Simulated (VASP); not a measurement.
Output of a VASP run:

### OUTCAR
```
 ion  position               nearest neighbor table
   1  0.333  0.667  0.250-   4 2.42   5 2.42   4 2.42   5 2.42   4 2.42   5 2.42
   2  0.667  0.333  0.750-   3 2.42   6 2.42   3 2.42   6 2.42   3 2.42   6 2.42
   3  0.333  0.667  0.878-   2 2.42   2 2.42   2 2.42
   4  0.667  0.333  0.378-   1 2.42   1 2.42   1 2.42
   5  0.667  0.333  0.122-   1 2.42   1 2.42   1 2.42
   6  0.333  0.667  0.622-   2 2.42   2 2.42   2 2.42
  LATTYP: Found a hexagonal cell.
 ALAT       =     3.1704518011
 C/A-ratio  =     3.8977720073
 Subroutine PRICEL returns:
 Original cell was already a primitive cell.
 Subroutine GETGRP returns: Found 24 space group operations
The static configuration has the point symmetry D_3d.
 The point group associated with its full space group is D_6h.
The dynamic configuration has the point symmetry D_3d.
 Subroutine INISYM returns: Found 24 space group operations
 Subroutine IBZKPT returns following result:
 Found     20 irreducible k-points:

 Following reciprocal coordinates:
            Coordinates               Weight
  0.000000  0.000000  0.000000      1.000000
  0.125000  0.000000  0.000000      6.000000
  0.250000  0.000000  0.000000      6.000000
  0.375000  0.000000  0.000000      6.000000
  0.500000  0.000000  0.000000      3.000000
  0.125000  0.125000  0.000000      6.000000
  0.250000  0.125000  0.000000     12.000000
  0.375000  0.125000  0.000000     12.000000
  0.250000  0.250000  0.000000      6.000000
  0.375000  0.250000  0.000000      6.000000
  0.000000  0.000000  0.500000      1.000000
  0.125000  0.000000  0.500000      6.000000
  0.250000  0.000000  0.500000      6.000000
  0.375000  0.000000  0.500000      6.000000
  0.500000  0.000000  0.500000      3.000000
  0.125000  0.125000  0.500000      6.000000
  0.250000  0.125000  0.500000     12.000000
  0.375000  0.125000  0.500000     12.000000
  0.250000  0.250000  0.500000      6.000000
  0.375000  0.250000  0.500000      6.000000
   k-points           NKPTS =     20   k-points in BZ     NKDIM =     20   number of bands    NBANDS=     31
   number of dos      NEDOS =    301   number of ions     NIONS =      6
   total plane-waves  NPLWV =  55296
   dimension x,y,z NGX =    24 NGY =   24 NGZ =   96
   dimension x,y,z NGXF=    48 NGYF=   48 NGZF=  192
   ions per type =               2   4
   PREC   = accura    normal or accurate (medium, high low for compatibility)
   ISTART =      0    job   : 0-new  1-cont  2-samecut
   ICHARG =      2    charge: 1-file 2-atom 10-const
   ISPIN  =      1    spin polarized calculation?
   LNONCOLLINEAR =      F non collinear calculations
   LSORBIT =      F    spin-orbit coupling
   INIWAV =      1    electr: 0-lowe 1-rand  2-diag
   ENCUT  =  520.0 eV  38.22 Ry    6.18 a.u.   5.89  5.89 22.98*2*pi/ulx,y,z
   NELM   =    100;   NELMIN=  2; NELMDL= -5     # of ELM steps
   EDIFF  = 0.1E-06   stopping-criterion for ELM
   LREAL  =      F    real-space projection
   NLSPLINE    = F    spline interpolate recip. space projectors
   LMAXMIX     =    6 max onsite mixed and CHGCAR
   VOSKOWN=      0    Vosko Wilk Nusair interpolation
   EDIFFG = -.1E-01   stopping-criterion for IOM
   NSW    =     30    number of steps for IOM
   NBLOCK =      1;   KBLOCK =     30    inner block; outer block
   IBRION =      2    ionic relax: 0-MD 1-quasi-New 2-CG
   NFREE  =      1    steps in history (QN), initial steepest desc. (CG)
   ISIF   =      4    stress and relaxation
   ISYM   =      2    0-nonsym 1-usesym 2-fastsym
   TEIN   =    0.0    initial temperature
   TEBEG  =    0.0;   TEEND  =   0.0 temperature during run
   SMASS  =  -3.00    Nose mass-parameter (am)
   PSTRESS=    0.0 pullay stress
   NELECT =      52.0000    total number of electrons
   EFERMI =   0.00;   METHOD = LEGACY
   ISMEAR =     0;   SIGMA  =   0.05  broadening in eV -4-tet -1-fermi 0-gaus
   IALGO  =     38    algorithm
   LDIAG  =      T    sub-space diagonalisation (order eigenvalues)
   IMIX   =      4    mixing-type and parameters
     AMIX     =   0.40;   BMIX     =  1.00
...
```

**OSZICAR**
```
...
DAV:   2    -0.655570950816E+01   -0.53427E+03   -0.52385E+03  1485   0.451E+02
DAV:   3    -0.389197330729E+02   -0.32364E+02   -0.32112E+02  1544   0.101E+02
DAV:   4    -0.397334485988E+02   -0.81372E+00   -0.81106E+00  1545   0.165E+01
DAV:   5    -0.397564655166E+02   -0.23017E-01   -0.23006E-01  1588   0.273E+00    0.370E+01
DAV:   6    -0.374188291637E+02    0.23376E+01   -0.14781E+01  1451   0.218E+01    0.165E+01
DAV:   7    -0.371947043577E+02    0.22412E+00   -0.40916E+00  1414   0.944E+00    0.650E+00
DAV:   8    -0.370699694560E+02    0.12473E+00   -0.62151E-01  1628   0.464E+00    0.204E+00
DAV:   9    -0.370719357897E+02   -0.19663E-02   -0.63657E-02  1696   0.128E+00    0.105E+00
DAV:  10    -0.370697877217E+02    0.21481E-02   -0.33859E-02  1573   0.111E+00    0.343E-01
DAV:  11    -0.370692663724E+02    0.52135E-03   -0.56731E-03  1499   0.448E-01    0.126E-01
DAV:  12    -0.370692387718E+02    0.27601E-04   -0.21375E-04  1529   0.886E-02    0.706E-02
DAV:  13    -0.370692287411E+02    0.10031E-04   -0.84718E-05  1485   0.508E-02    0.224E-02
DAV:  14    -0.370692287891E+02   -0.47969E-07   -0.10555E-05  1844   0.155E-02    0.151E-02
DAV:  15    -0.370692282784E+02    0.51065E-06   -0.10451E-06  1521   0.626E-03    0.814E-03
DAV:  16    -0.370692282084E+02    0.70076E-07   -0.61703E-07  1420   0.403E-03
   1 F= -.37069228E+02 E0= -.37069228E+02  d E =-.370692E+02
       N       E                     dE             d eps       ncg     rms          rms(c)
DAV:   1    -0.370694526365E+02   -0.22436E-03   -0.72176E-03  1325   0.584E-01    0.939E-02
DAV:   2    -0.370693064448E+02    0.14619E-03   -0.78606E-04  1578   0.162E-01    0.565E-02
DAV:   3    -0.370692816507E+02    0.24794E-04   -0.52425E-05  1554   0.439E-02    0.222E-02
DAV:   4    -0.370692689108E+02    0.12740E-04   -0.43643E-05  1540   0.332E-02    0.139E-02
DAV:   5    -0.370692687089E+02    0.20182E-06   -0.21746E-06  1564   0.898E-03    0.816E-03
DAV:   6    -0.370692684808E+02    0.22809E-06   -0.92751E-07  1471   0.528E-03    0.311E-03
DAV:   7    -0.370692684702E+02    0.10611E-07   -0.19706E-07   951   0.282E-03
   2 F= -.37069268E+02 E0= -.37069268E+02  d E =-.402619E-04
       N       E                     dE             d eps       ncg     rms          rms(c)
DAV:   1    -0.370692944819E+02   -0.26001E-04   -0.89200E-04  1340   0.205E-01    0.318E-02
DAV:   2    -0.370692761617E+02    0.18320E-04   -0.97570E-05  1564   0.570E-02    0.205E-02
DAV:   3    -0.370692732182E+02    0.29435E-05   -0.63919E-06  1569   0.153E-02    0.816E-03
DAV:   4    -0.370692716918E+02    0.15264E-05   -0.56252E-06  1497   0.119E-02    0.514E-03
DAV:   5    -0.370692716530E+02    0.38770E-07   -0.24624E-07  1098   0.318E-03
   3 F= -.37069272E+02 E0= -.37069272E+02  d E =-.434447E-04
       N       E                     dE             d eps       ncg     rms          rms(c)
DAV:   1    -0.370693018239E+02   -0.30132E-04   -0.41810E-03  1296   0.333E-01    0.650E-02
DAV:   2    -0.370692955465E+02    0.62774E-05   -0.25810E-04  1373   0.881E-02    0.301E-02
DAV:   3    -0.370692934489E+02    0.20976E-05   -0.92424E-06  1535   0.192E-02    0.168E-02
DAV:   4    -0.370692927866E+02    0.66231E-06   -0.10243E-05  1435   0.164E-02    0.585E-03
DAV:   5    -0.370692924958E+02    0.29073E-06   -0.13151E-06  1497   0.698E-03    0.169E-03
DAV:   6    -0.370692924961E+02   -0.28922E-09   -0.84663E-08   795   0.166E-03
   4 F= -.37069292E+02 E0= -.37069292E+02  d E =-.208431E-04
```

**OUTCAR**
```
------------------------ aborting loop because EDIFF is reached ----------------------------------------
  FORCE on cell =-STRESS in cart. coord.  units (eV):
  Direction    XX          YY          ZZ          XY          YZ          ZX
  --------------------------------------------------------------------------------------
  Total        0.0935522      0.0935522      0.0921440      0.0000000      0.0000000     -0.0000000
  in kB        1.3933300      1.3933300      1.3723573      0.0000000      0.0000000     -0.0000000
  external PRESSURE =       1.3863391 kB  Pullay stress =       0.0000000 kB
  volume of cell :      107.57
      direct lattice vectors                 reciprocal lattice vectors
     1.584461860 -2.744368423  0.000000000     0.315564554 -0.182191282  0.000000000
     1.584461860  2.744368423 -0.000000000     0.315564554  0.182191282  0.000000000
    -0.000000000  0.000000000 12.369619266     0.000000000  0.000000000  0.080843232
 POSITION                                       TOTAL-FORCE (eV/Angst)
 -----------------------------------------------------------------------------------
      1.58446      0.91479      3.09240        -0.000000     -0.000000      0.000000
      1.58446     -0.91479      9.27721        -0.000000      0.000000      0.000000
      1.58446      0.91479     10.85509         0.000000     -0.000000     -0.001179
      1.58446     -0.91479      4.67028         0.000000      0.000000     -0.001179
      1.58446     -0.91479      1.51453         0.000000      0.000000      0.001179
      1.58446      0.91479      7.69934        -0.000000     -0.000000      0.001179
 -----------------------------------------------------------------------------------
    total drift:                                0.000000      0.001156     -0.000033
  FREE ENERGIE OF THE ION-ELECTRON SYSTEM (eV)
  ---------------------------------------------------
  free  energy   TOTEN  =       -37.0692924961 eV

  energy  without entropy=      -37.0692924961  energy(sigma->0) =      -37.06929250

 reached required accuracy - stopping structural energy minimisation
```
(Selected blocks of OUTCAR.)

POSCAR:
```
WS2
1
    1.5852259102    -2.7456917956     0.0000000000
    1.5852259102     2.7456917956     0.0000000000
    0.0000000000     0.0000000000    12.3576982805
W S
2 4
Direct
  0.3333330000   0.6666670000   0.2500000000
  0.6666670000   0.3333330000   0.7500000000
  0.3333330000   0.6666670000   0.8776440144
  0.6666670000   0.3333330000   0.3776440144
  0.6666670000   0.3333330000   0.1223559856
  0.3333330000   0.6666670000   0.6223559856
```

Question: Reconstruct the remaining input files.

Answer: Several could match; the one computed here: the input of the run itself, rev-vdW-DF2, plane waves, VASP's PBE PAW potentials (set 64).

KPOINTS:
```
Automatic mesh
0
Gamma
8 8 2
0 0 0
```

**INCAR**
```
LREAL=.False.
ISIF=4   ! ions and shape, fixed volume
AGGAC=0.0
ISMEAR=0   ! Gaussian
IBRION=2   ! conjugate gradients
LASPH=.True.
EDIFF=1E-7   ! SCF stop (eV)
LMAXMIX=6
LCHARG=.False.
ALGO=Normal
GGA=MK
PARAM1=0.1234568
NELM=100
ZAB_VDW=-1.8867
LWAVE=.False.
ENCUT=520   ! plane-wave cut-off (eV)
LUSE_VDW=.True.
PARAM2=0.7114
SIGMA=0.05
EDIFFG=-0.01
SYSTEM=WS2
NSW=30   ! most ionic steps
PREC=Accurate
```

POTCAR, in this order: W_sv S (PBE.64 set). Program: vasp_std.

The compound is WS2 in the 2H layered structure. This run relaxes it. Symmetry was kept, so distortions that lower it aren't found.
